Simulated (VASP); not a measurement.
Input of a VASP 6.6.1 run:

Contents of INCAR:

```
PREC = Accurate ; ENCUT = 600
EDIFF = 1E-7 ; ISMEAR = 0
SIGMA = 0.1 ; LREAL = False
LASPH = True ; NELM = 100
ALGO = Normal ; ISIF = 3
LWAVE = False ; LCHARG = False
GGA = PS ; IBRION = 2
NSW = 90 ; EDIFFG = -0.005
```

The input KPOINTS:

```
regular mesh
0
Gamma
  18 18 18
```

File POSCAR:

```
Nb
1.0
   -1.6588161900      1.6588161900      1.6588161900
    1.6588161900     -1.6588161900      1.6588161900
    1.6588161900      1.6588161900     -1.6588161900
Nb
1
Direct
    0.0000000000      0.0000000000      0.0000000000
```

Potentials or basis: VASP PAW PBE potentials, release 64 (Nb_sv).

Run with:

```sh
$ cat potpaw_PBE.64/Nb_sv/POTCAR > POTCAR
$ mpirun -np 1 vasp_std > vasp.out
```

(1) Predict the relaxed cell.

(2) Estimate the band gap on the k mesh.

(3) Predict the space group after relaxing (to 0.05 Å).

Results:

(1) a = 2.833 Å, b = 2.833 Å, c = 2.833 Å, α = 109.47°, β = 109.47°, γ = 109.47°.

(2) none (metal or under the smearing width).

(3) Im-3m (No. 229).
